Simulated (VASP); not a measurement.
**Which magnetic order does Pm take?**

Is Pm a ferromagnet or an antiferromagnet at this level? The start is a computed cell from the Materials Project.

Method: PBE, spin-polarised, from parallel moments; plane waves and PAW (Pm), in the first sound run; inputs show where later runs differ, in VASP 6.6.1.

## Step 1: The structure

The structure is hexagonal, space group P6_3/mmc (No. 194). Conventional cell: a = 3.676 Å, b = 3.676 Å, c = 11.799 Å, α = 90.00°, β = 90.00°, γ = 120.00°. Nearest to Pm lie 12 Pm at 3.63 to 3.68 Å. Nearest to Pm lie 12 Pm at 3.63 to 3.68 Å.

Coordinates:

```
Pm
1.0
     3.67618    0.00000    0.00000
    -1.83809    3.18367    0.00000
     0.00000    0.00000   11.79911
Pm
4
Direct
  0.66667 0.33333 0.75000
  0.00000 0.00000 0.50000
  0.33333 0.66667 0.25000
  0.00000 0.00000 0.00000
```

## Step 2: Magnetic order, start order fm, signs ++++

Each run starts from other signs of the moments at the same geometry and cutoff; gentle mixing helps it keep them. Any wave vector in a name is a fraction of the reciprocal vectors of the first cell as typed.

Contents of INCAR:

```
SYSTEM = Pm
PREC = Accurate
ENCUT = 410
EDIFF = 1E-06
NELM = 150
ISMEAR = 0
SIGMA = 0.05
LREAL = .FALSE.
ALGO = Normal
GGA = PE
NBANDS = 48
ISPIN = 2
MAGMOM = 4 4 4 4
LASPH = .TRUE.
LMAXMIX = 6
AMIX = 0.2
BMIX = 1E-04
AMIX_MAG = 0.8
BMIX_MAG = 1E-04
LORBIT = 11
LWAVE = .FALSE.
LCHARG = .TRUE.
```

Contents of POSCAR:

```
Pm
1.0
    3.6761810624      0.0000000000      0.0000000000
   -1.8380905312      3.1836661890      0.0000000000
    0.0000000000      0.0000000000     11.7991114600
Pm
4
Direct
    0.6666666667      0.3333333333      0.7500000000
    0.0000000000      0.0000000000      0.5000000000
    0.3333333333      0.6666666667      0.2500000000
    0.0000000000      0.0000000000      0.0000000000
```

Contents of KPOINTS:

```
Automatic mesh
0
Gamma
6 6 2
0 0 0
```

PAW data sets: Pm (PBE family, release 64).

Started as:

```
$ mpirun -np 1 vasp_std
```

What it wrote:

```text
[banner, memory and clock lines left out]
running    1 mpi-ranks, on    1 nodes
 distrk:  each k-point on    1 cores,    1 groups
 distr:  one band on    1 cores,    1 groups

 POSCAR found type information on POSCAR Pm
 POSCAR found :  1 types and       4 ions
 LDA part: xc-table for (Slater+PW92), standard interpolation
 POSCAR, INCAR and KPOINTS ok, starting setup
 FFT: planning ... GRIDC
 FFT: planning ... GRID_SOFT
 FFT: planning ... GRID
 WAVECAR not read
 entering main loop
       N       E                     dE             d eps       ncg     rms          rms(c)
DAV:   1     0.708276636693E+03    0.70828E+03   -0.19907E+04  2688   0.166E+03
DAV:   2     0.114465156776E+03   -0.59381E+03   -0.56508E+03  3280   0.345E+02
DAV:   3    -0.975541539896E+01   -0.12422E+03   -0.11482E+03  3696   0.175E+02
DAV:   4    -0.235868581387E+02   -0.13831E+02   -0.12855E+02  5064   0.664E+01
DAV:   5    -0.256065055556E+02   -0.20196E+01   -0.19508E+01  5152   0.228E+01    0.561E+01
DAV:   6    -0.404954075757E+02   -0.14889E+02   -0.10347E+02  4752   0.505E+01    0.673E+01
DAV:   7    -0.311134461513E+02    0.93820E+01   -0.34564E+01  4584   0.338E+01    0.472E+01
DAV:   8    -0.618226208208E+02   -0.30709E+02   -0.14652E+02  4544   0.611E+01    0.914E+01
DAV:   9    -0.313431344730E+02    0.30479E+02   -0.34317E+01  4904   0.443E+01    0.450E+01
DAV:  10    -0.333624243187E+02   -0.20193E+01   -0.10719E+01  5064   0.218E+01    0.718E+01
[... 108 further cycles ...]
DAV: 119    -0.304733656936E+02   -0.63873E-04   -0.14832E-04  4912   0.868E-02    0.428E-02
DAV: 120    -0.304734073602E+02   -0.41667E-04   -0.30284E-05  3624   0.337E-02    0.366E-02
DAV: 121    -0.304733053392E+02    0.10202E-03   -0.21845E-04  5000   0.135E-01    0.314E-02
DAV: 122    -0.304733289755E+02   -0.23636E-04   -0.56042E-05  4616   0.535E-02    0.301E-02
DAV: 123    -0.304732712204E+02    0.57755E-04   -0.17495E-04  4800   0.107E-01    0.323E-02
DAV: 124    -0.304733007831E+02   -0.29563E-04   -0.49988E-05  4256   0.449E-02    0.332E-02
DAV: 125    -0.304732922061E+02    0.85770E-05   -0.53953E-05  4328   0.507E-02    0.330E-02
DAV: 126    -0.304732951333E+02   -0.29272E-05   -0.27875E-05  4056   0.315E-02    0.335E-02
DAV: 127    -0.304732984628E+02   -0.33295E-05   -0.68699E-06  3296   0.133E-02    0.337E-02
DAV: 128    -0.304732986880E+02   -0.22519E-06   -0.23985E-06  2872   0.668E-03
   1 F= -.30473299E+02 E0= -.30441332E+02  d E =-.639331E-01  mag=    21.3447
```

Wall time 10 min (1 MPI rank of Intel Xeon 6975P-C (Granite Rapids), shared host); peak memory 0.3 GiB.

The logs omit lines about the potential files and the build; timing stands in the text.

Parts of OUTCAR (step 2):

```text
ion  position               nearest neighbor table
   1  0.667  0.333  0.750-
   2  0.000  0.000  0.500-
   3  0.333  0.667  0.250-
   4  0.000  0.000  0.000-

  LATTYP: Found a hexagonal cell.
 ALAT       =     3.6761810624
 C/A-ratio  =     3.2096110773

 Subroutine GETGRP returns: Found 24 space group operations
 (whereof 12 operations were pure point group operations)

The static configuration has the point symmetry D_3d.
 The point group associated with its full space group is D_6h.

 Found     14 irreducible k-points:

   k-points           NKPTS =     14   k-points in BZ     NKDIM =     14   number of bands    NBANDS=     48

   dimension x,y,z NGX =    24 NGY =   24 NGZ =   80
   dimension x,y,z NGXF=    48 NGYF=   48 NGZF=  160

   ENCUT  =  410.0 eV  30.13 Ry    5.49 a.u.   6.07  6.07 19.48*2*pi/ulx,y,z

   NELECT =      60.0000    total number of electrons

 k-points in reciprocal lattice and weights: Automatic mesh
   0.00000000  0.00000000  0.00000000       0.014
   0.16666667  0.00000000  0.00000000       0.083
   0.33333333  0.00000000  0.00000000       0.083
   0.50000000  0.00000000  0.00000000       0.042
   0.16666667  0.16666667  0.00000000       0.083
   0.33333333  0.16666667  0.00000000       0.167
   0.33333333  0.33333333  0.00000000       0.028
   0.00000000  0.00000000  0.50000000       0.014
   0.16666667  0.00000000  0.50000000       0.083
[...]
0.33333333  0.16666667  0.50000000       0.167
   0.33333333  0.33333333  0.50000000       0.028

 average (electrostatic) potential at core
       1 -76.5039       2 -76.5840       3 -76.5039       4 -76.5840

 E-fermi :   5.8082

 spin component 1
 k-point     1 :       0.0000    0.0000    0.0000
  band No.  band energies     occupation
    ...
     35       5.6567      0.99999
     36       5.7057      0.99812
     37       5.7057      0.99812
     38       5.7969      0.62465
     39       5.7969      0.62461
     40       5.8105      0.47348
     41       5.8105      0.47347
     42       5.8382      0.19760
     43       5.9103      0.00194
     44       5.9117      0.00170
    ...

 k-point     2 :       0.1667    0.0000    0.0000
  band No.  band energies     occupation
    ...
     36       5.6896      0.99960
     37       5.7292      0.98723
     38       5.7664      0.88132
     39       5.7828      0.76398
     40       5.8015      0.57522
     41       5.8086      0.49486
     42       5.8093      0.48735
     43       5.8640      0.05714
     44       5.9061      0.00280
     45       5.9063      0.00276
    ...

 k-point     3 :       0.3333    0.0000    0.0000
  band No.  band energies     occupation
    ...
     38       5.7583      0.92095
     39       5.7668      0.87916
     40       5.7697      0.86193
     41       5.7698      0.86094
     42       5.7836      0.75615
     43       5.8473      0.13436
     44       5.8711      0.03759
     45       5.9052      0.00303
     46       5.9145      0.00131
     47       5.9577      0.00001
    ...

 k-point     4 :       0.5000    0.0000    0.0000
  band No.  band energies     occupation
    ...
     37       5.7508      0.94781
     38       5.7803      0.78469
     39       5.7857      0.73767
     40       5.7857      0.73754
     41       5.7886      0.71036
     42       5.8205      0.36332
     43       5.8673      0.04718
     44       5.8930      0.00824
     45       5.9058      0.00289
     46       5.9238      0.00054
    ...

 k-point     5 :       0.1667    0.1667    0.0000
  band No.  band energies     occupation
    ...
     38       5.7573      0.92475
     39       5.7574      0.92469
     40       5.7857      0.73736
     41       5.7929      0.66696
     42       5.8066      0.51765
     43       5.8237      0.33025
     44       5.8602      0.07050
     45       5.8756      0.02825
     46       5.9304      0.00027
     47       5.9720      0.00000
    ...

 k-point     6 :       0.3333    0.1667    0.0000
  band No.  band energies     occupation
    ...
     36       5.7268      0.98932
     37       5.7314      0.98508
     38       5.7586      0.91969
     39       5.7629      0.89986
     40       5.7972      0.62145
     41       5.8218      0.35003
     42       5.8289      0.27910
     43       5.8649      0.05441
     44       5.8734      0.03257
     45       5.9316      0.00024
    ...

  Total        0.3922608      0.3922608      0.1646782      0.0000000      0.0000000     -0.0000000
  in kB        4.5510520      4.5510520      1.9106137      0.0000000      0.0000000     -0.0000000
  external PRESSURE =       3.6709059 kB  Pullay stress =       0.0000000 kB

  energy-cutoff  :      410.00
  volume of cell :      138.09
      direct lattice vectors                 reciprocal lattice vectors
     3.676181062  0.000000000  0.000000000     0.272021422  0.157051641  0.000000000
    -1.838090531  3.183666189  0.000000000     0.000000000  0.314103282  0.000000000
     0.000000000  0.000000000 11.799111460     0.000000000  0.000000000  0.084752145

 POSITION                                       TOTAL-FORCE (eV/Angst)
 -----------------------------------------------------------------------------------
      1.83809      1.06122      8.84933         0.000000      0.000000     -0.000000
      0.00000      0.00000      5.89956        -0.000000      0.000000      0.000000
     -0.00000      2.12244      2.94978        -0.000000      0.000000     -0.000000
      0.00000      0.00000      0.00000        -0.000000      0.000000      0.000000
 -----------------------------------------------------------------------------------
    total drift:                               -0.000000      0.000000      0.000000

  FREE ENERGIE OF THE ION-ELECTRON SYSTEM (eV)
  ---------------------------------------------------
  free  energy   TOTEN  =       -30.4732986880 eV

  energy  without entropy=      -30.4093656076  energy(sigma->0) =      -30.44133215

 total charge
# of ion       s       p       d       f       tot
--------------------------------------------------
    1        2.049   5.499   0.479   4.403  12.431
    2        2.050   5.499   0.479   4.395  12.423
    3        2.049   5.499   0.479   4.403  12.431
    4        2.050   5.499   0.479   4.395  12.423
--------------------------------------------------
tot          8.199  21.996   1.918  17.595  49.708

 magnetization (x)
# of ion       s       p       d       f       tot
--------------------------------------------------
    1       -0.004   0.031   0.215   4.393   4.634
    2       -0.003   0.029   0.217   4.383   4.626
    3       -0.004   0.031   0.215   4.393   4.634
    4       -0.003   0.029   0.217   4.383   4.626
--------------------------------------------------
tot         -0.015   0.120   0.864  17.552  18.521

[... 6 further parts left out ...]
```

The magnetic state follows from one typed start and may not be the lowest. The k-mesh is coarse for a metal. Without U or exact exchange the f electrons of Pm come out too delocalised, which can shrink the cell and pin f bands at the Fermi level.

Numbers from this step:

```
electronic cycles                                 : 128
electrons                                         : 60
free energy (TOTEN)                               : -30.47 eV
energy at zero smearing                           : -30.44 eV
Fermi energy                                      : 5.808 eV
moment of the cell, from the last line of the log : 21.34 μB
labelled metallic, from the levels on this mesh   : yes
```

Spin moment in the PAW sphere by atom:

| atom | spin moment in the PAW sphere (μB) |
| --- | --- |
| Pm1 | 4.63 |
| Pm2 | 4.63 |
| Pm3 | 4.63 |
| Pm4 | 4.63 |

Spin density in the ac plane at fractional y = 0.000, with atoms of Pm within 0.2 Å of it.

Values in e/Å³, 24 rows by 14 columns, each cell a mean:
```
4.1 3.0 1.1 0.2 0.1 0.0 0.0 0.0 0.0 0.0 0.1 0.4 1.6 3.4
0.3 0.3 0.2 0.1 0.0 0.0 0.0 0.0 0.0 0.0 0.0 0.1 0.2 0.3
0.0 0.0 0.0 0.0 0.0 0.0 0.0 0.0 0.0 0.0 0.0 0.0 0.0 0.0
0.0 0.0 0.0 0.0 0.0 0.0 0.0 0.0 0.0 0.0 0.0 0.0 0.0 0.0
0.0 0.0 0.0 0.0 0.0 0.0 0.0 0.0 0.0 0.0 0.0 0.0 0.0 0.0
0.0 0.0 0.0 0.0 0.0 0.1 0.1 0.1 0.1 0.1 0.0 0.0 0.0 0.0
0.0 0.0 0.0 0.0 0.0 0.1 0.1 0.0 0.1 0.1 0.0 0.0 0.0 0.0
0.0 0.0 0.0 0.0 0.0 0.0 0.0 0.0 0.0 0.0 0.0 0.0 0.0 0.0
0.0 0.0 0.0 0.0 0.0 0.0 0.0 0.0 0.0 0.0 0.0 0.0 0.0 0.0
0.0 0.1 0.1 0.0 0.0 0.0 0.0 0.0 0.0 0.0 0.0 0.0 0.1 0.1
1.1 1.0 0.4 0.1 0.0 0.0 0.0 0.0 0.0 0.0 0.0 0.1 0.5 1.1
6.1 4.4 1.8 0.3 0.1 0.0 0.0 0.0 0.0 0.0 0.1 0.6 2.4 5.0
4.3 3.1 1.2 0.2 0.1 0.0 0.0 0.0 0.0 0.0 0.1 0.4 1.6 3.5
0.2 0.3 0.2 0.1 0.0 0.0 0.0 0.0 0.0 0.0 0.0 0.1 0.2 0.3
0.0 0.0 0.0 0.0 0.0 0.0 0.0 0.0 0.0 0.0 0.0 0.0 0.0 0.0
0.0 0.0 0.0 0.0 0.0 0.0 0.0 0.0 0.0 0.0 0.0 0.0 0.0 0.0
0.0 0.0 0.0 0.0 0.0 0.0 0.0 0.0 0.0 0.0 0.0 0.0 0.0 0.0
0.0 0.0 0.0 0.0 0.0 0.1 0.1 0.1 0.1 0.1 0.0 0.0 0.0 0.0
0.0 0.0 0.0 0.0 0.0 0.1 0.1 0.0 0.1 0.1 0.0 0.0 0.0 0.0
0.0 0.0 0.0 0.0 0.0 0.0 0.0 0.0 0.0 0.0 0.0 0.0 0.0 0.0
0.0 0.0 0.0 0.0 0.0 0.0 0.0 0.0 0.0 0.0 0.0 0.0 0.0 0.0
0.0 0.1 0.1 0.0 0.0 0.0 0.0 0.0 0.0 0.0 0.0 0.0 0.1 0.1
1.3 1.1 0.4 0.1 0.0 0.0 0.0 0.0 0.0 0.0 0.0 0.1 0.6 1.2
6.1 4.4 1.8 0.3 0.1 0.0 0.0 0.0 0.0 0.0 0.1 0.6 2.4 4.9
```
Columns run along a (3.7 Å), rows up along c (11.8 Å). Atoms in or near the plane, at fractional coordinates: Pm at (0.00, 0.50), Pm at (0.00, 0.00).

Valence density in the ac plane at fractional y = 0.000, with atoms of Pm within 0.2 Å of it. It is the smooth field of the valence electrons, not physical close to the nuclei.

Ten even steps from '0' (0.1 e/Å³) to '9' (6.0 e/Å³), each cell a mean:
```
87410000000258
22100000000012
00000000000000
00000000000000
00000000000000
00000000000000
00000000000000
00000000000000
00000000000000
00000000000000
44200000000134
99620000001379
87510000000258
22100000000012
00000000000000
00000000000000
00000000000000
00000000000000
00000000000000
00000000000000
00000000000000
00000000000000
54210000000134
99620000001379
```
Columns run along a (3.7 Å), rows up along c (11.8 Å). Atoms in or near the plane, at fractional coordinates: Pm at (0.00, 0.50), Pm at (0.00, 0.00).

The largest moment at the end is 4.63 μB, and the moments of the cell sum to 21.34 μB.

[end of part 1 of 3]

[Lines on the potential files, build, host, timing and source positions are cut from VASP's logs without a mark.]

[Logs are printed without paths, hosts, clocks, repeated set-up lines and the standing remarks that a program may print on its own settings, such as how far it seeks lower states.]

[Hosts, paths, dates, database ids (printed as entryN), source tags and the programs' standing remarks are cut or masked in the printed files.]

[In band tables of VASP the shares of atoms and orbitals are scaled to a sum of 1 inside the atoms' spheres.]

[Runs that stopped without an error message from VASP are left out.]
